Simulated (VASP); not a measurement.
All values below come from LDA (Ceperley-Alder, Perdew-Zunger), VASP's LDA PAW potentials (set 64) (plane waves; VASP).

Input for VASP

**POSCAR**
```
Al2Cu
1.0
 -3.0345870000   3.0345870000   2.4212090000
  3.0345870000  -3.0345870000   2.4212090000
  3.0345870000   3.0345870000  -2.4212090000
Al Cu
4 2
Cartesian
  0.9626316881   2.0719553119   2.4212090000
  2.0719553119   0.9626316881   0.0000000000
  0.9626316881   3.9972186881   0.0000000000
  2.0719553119  -0.9626316881   2.4212090000
  0.0000000000   0.0000000000   1.2106045000
  0.0000000000   0.0000000000   3.6318135000
```

File KPOINTS:
```
Automatic mesh
0
Gamma
4 4 4
0.5 0.5 0.5
```

**INCAR**
```
SYSTEM = Al2Cu
PREC = Accurate
ENCUT = 300
EDIFF = 1E-6
NELM = 100
ALGO = Normal
LREAL = .FALSE.
LASPH = .TRUE.
ISMEAR = -1
SIGMA = 0.2
LMAXMIX = 4
LWAVE = .FALSE.
LCHARG = .FALSE.
ISIF = 2
```

POTCAR, in this order: Al Cu (LDA.64 set). Program: vasp_std.

The resulting files:

### OUTCAR
```
 ion  position               nearest neighbor table
   1  0.841  0.659  0.500-   5 2.59   6 2.59   6 2.59   5 2.59   2 2.72   2 2.89   2 2.89   4 3.09
                             3 3.09   3 3.09   4 3.09   3 3.23   4 3.23   4 3.23   3 3.23
   2  0.159  0.341  0.500-   6 2.59   5 2.59   5 2.59   6 2.59   1 2.72   1 2.89   1 2.89   4 3.09
                             3 3.09   3 3.09   4 3.09   4 3.23   3 3.23   3 3.23   4 3.23
   3  0.659  0.159  0.817-   5 2.59   6 2.59   5 2.59   6 2.59   4 2.72   4 2.89   4 2.89   1 3.09
                             2 3.09   1 3.09   2 3.09   1 3.23   2 3.23   1 3.23   2 3.23
   4  0.341  0.841  0.183-   5 2.59   6 2.59   5 2.59   6 2.59   3 2.72   3 2.89   3 2.89   2 3.09
                             1 3.09   1 3.09   2 3.09   1 3.23   2 3.23   1 3.23   2 3.23
   5  0.250  0.250  0.000-   6 2.42   6 2.42   1 2.59   2 2.59   1 2.59   2 2.59   3 2.59   4 2.59
                             4 2.59   3 2.59
   6  0.750  0.750  0.000-   5 2.42   5 2.42   2 2.59   1 2.59   2 2.59   1 2.59   4 2.59   3 2.59
                             4 2.59   3 2.59
  LATTYP: Found a body centered tetragonal cell.
 ALAT       =     6.0691740000
 C/A-ratio  =     0.7978710118
 Subroutine PRICEL returns:
 Original cell was already a primitive cell.
 Subroutine GETGRP returns: Found 16 space group operations
The static configuration has the point symmetry C_4h.
 The point group associated with its full space group is D_4h.
The dynamic configuration has the point symmetry C_4h.
 Subroutine INISYM returns: Found 16 space group operations
 Subroutine IBZKPT returns following result:
 Found     11 irreducible k-points:

 Following reciprocal coordinates:
            Coordinates               Weight
  0.125000  0.125000  0.125000      8.000000
  0.375000  0.125000  0.125000      8.000000
 -0.125000  0.125000  0.125000      4.000000
  0.375000  0.375000  0.125000      4.000000
 -0.375000  0.375000  0.125000      8.000000
 -0.125000  0.375000  0.125000      8.000000
 -0.375000 -0.375000  0.125000      8.000000
 -0.125000 -0.375000  0.125000      8.000000
 -0.125000 -0.125000  0.125000      2.000000
 -0.375000  0.375000  0.375000      4.000000
 -0.375000 -0.375000  0.375000      2.000000
   k-points           NKPTS =     11   k-points in BZ     NKDIM =     11   number of bands    NBANDS=     21
   number of dos      NEDOS =    301   number of ions     NIONS =      6
   total plane-waves  NPLWV =  21952
   dimension x,y,z NGX =    28 NGY =   28 NGZ =   28
   dimension x,y,z NGXF=    56 NGYF=   56 NGZF=   56
   ions per type =               4   2
   PREC   = accura    normal or accurate (medium, high low for compatibility)
   ISTART =      0    job   : 0-new  1-cont  2-samecut
   ICHARG =      2    charge: 1-file 2-atom 10-const
   ISPIN  =      1    spin polarized calculation?
   LNONCOLLINEAR =      F non collinear calculations
   LSORBIT =      F    spin-orbit coupling
   INIWAV =      1    electr: 0-lowe 1-rand  2-diag
   ENCUT  =  300.0 eV  22.05 Ry    4.70 a.u.   6.96  6.96  6.96*2*pi/ulx,y,z
   NELM   =    100;   NELMIN=  2; NELMDL= -5     # of ELM steps
   EDIFF  = 0.1E-05   stopping-criterion for ELM
   LREAL  =      F    real-space projection
   NLSPLINE    = F    spline interpolate recip. space projectors
   LMAXMIX     =    4 max onsite mixed and CHGCAR
   VOSKOWN=      0    Vosko Wilk Nusair interpolation
   EDIFFG = 0.1E-04   stopping-criterion for IOM
   NSW    =      0    number of steps for IOM
   NBLOCK =      1;   KBLOCK =      1    inner block; outer block
   IBRION =     -1    ionic relax: 0-MD 1-quasi-New 2-CG
   NFREE  =      0    steps in history (QN), initial steepest desc. (CG)
   ISIF   =      2    stress and relaxation
   ISYM   =      2    0-nonsym 1-usesym 2-fastsym
   TEIN   =    0.0    initial temperature
   TEBEG  =    0.0;   TEEND  =   0.0 temperature during run
   SMASS  =  -3.00    Nose mass-parameter (am)
   PSTRESS=    0.0 pullay stress
   NELECT =      34.0000    total number of electrons
   EFERMI =   0.00;   METHOD = LEGACY
   ISMEAR =    -1;   SIGMA  =   0.20  broadening in eV -4-tet -1-fermi 0-gaus
   IALGO  =     38    algorithm
   LDIAG  =      T    sub-space diagonalisation (order eigenvalues)
...
```

### OSZICAR
```
       N       E                     dE             d eps       ncg     rms          rms(c)
DAV:   1     0.150778404509E+03    0.15078E+03   -0.98510E+03   462   0.116E+03
DAV:   2    -0.235991174556E+02   -0.17438E+03   -0.16833E+03   462   0.287E+02
DAV:   3    -0.318333048583E+02   -0.82342E+01   -0.79092E+01   655   0.811E+01
DAV:   4    -0.320393156559E+02   -0.20601E+00   -0.20337E+00   709   0.113E+01
DAV:   5    -0.320412355144E+02   -0.19199E-02   -0.19124E-02   639   0.113E+00    0.209E+01
DAV:   6    -0.367531253595E+02   -0.47119E+01   -0.15732E+02   592   0.317E+02    0.175E+01
DAV:   7    -0.279067418416E+02    0.88464E+01   -0.35202E+01   596   0.123E+02    0.424E+00
DAV:   8    -0.274613018463E+02    0.44544E+00   -0.35308E+00   715   0.390E+01    0.108E+00
DAV:   9    -0.274425235412E+02    0.18778E-01   -0.19634E-01   738   0.339E+00    0.627E-01
DAV:  10    -0.274431559070E+02   -0.63237E-03   -0.41616E-03   695   0.762E-01    0.564E-01
DAV:  11    -0.274365508944E+02    0.66050E-02   -0.30032E-02   730   0.447E+00    0.576E-02
DAV:  12    -0.274367099348E+02   -0.15904E-03   -0.17182E-03   535   0.265E-01    0.360E-02
DAV:  13    -0.274367037443E+02    0.61905E-05   -0.36707E-05   727   0.671E-02    0.275E-02
DAV:  14    -0.274366923727E+02    0.11372E-04   -0.70193E-05   738   0.214E-01    0.427E-03
DAV:  15    -0.274366920296E+02    0.34315E-06   -0.45124E-06   580   0.254E-02
   1 F= -.27436692E+02 E0= -.27335244E+02  d E =-.202896E+00
```

File OUTCAR:
```
------------------------ aborting loop because EDIFF is reached ----------------------------------------
  FORCE on cell =-STRESS in cart. coord.  units (eV):
  Direction    XX          YY          ZZ          XY          YZ          ZX
  --------------------------------------------------------------------------------------
  Total       -3.7877354     -3.7877354     -3.4062240      0.0000000      0.0000000     -0.0000000
  in kB      -68.0453986    -68.0453986    -61.1916730      0.0000000      0.0000000     -0.0000000
  external PRESSURE =     -65.7608234 kB  Pullay stress =       0.0000000 kB
  volume of cell :       89.18
      direct lattice vectors                 reciprocal lattice vectors
    -3.034587000  3.034587000  2.421209000     0.000000000  0.164767067  0.206508401
     3.034587000 -3.034587000  2.421209000     0.164767067  0.000000000  0.206508401
     3.034587000  3.034587000 -2.421209000     0.164767067  0.164767067  0.000000000
 POSITION                                       TOTAL-FORCE (eV/Angst)
 -----------------------------------------------------------------------------------
      0.96263      2.07196      2.42121         0.071677     -0.071677      0.000000
      2.07196      0.96263      0.00000        -0.071677      0.071677     -0.000000
      0.96263      3.99722      0.00000         0.071677      0.071677      0.000000
      2.07196     -0.96263      2.42121        -0.071677     -0.071677      0.000000
      0.00000      0.00000      1.21060         0.000000      0.000000      0.000000
      0.00000      0.00000      3.63181        -0.000000      0.000000      0.000000
 -----------------------------------------------------------------------------------
    total drift:                               -0.000000     -0.000000      0.000000
  FREE ENERGIE OF THE ION-ELECTRON SYSTEM (eV)
  ---------------------------------------------------
  free  energy   TOTEN  =       -27.4366920296 eV

  energy  without entropy=      -27.2337964611  energy(sigma->0) =      -27.33524425
```
(Selected blocks of OUTCAR.)

At this cut-off the stress carries a Pulay error, which pulls relaxed volumes low.

The structure comes from a computed database's Al2Cu entry; how it stands against other phases isn't given here. The cell was not relaxed at this level. The k-mesh is coarse (spacing up to 0.41 per Å, 2π included), so the numbers may not be converged in it. The run is one of a series of settings (GGA removed, SIGMA = 0.2, KPOINTS 4×4×4 Γ-centred mesh shifted by (0.5, 0.5, 0.5), POTCAR Al Cu (LDA.64 set) against the base run), some of them coarse on purpose.
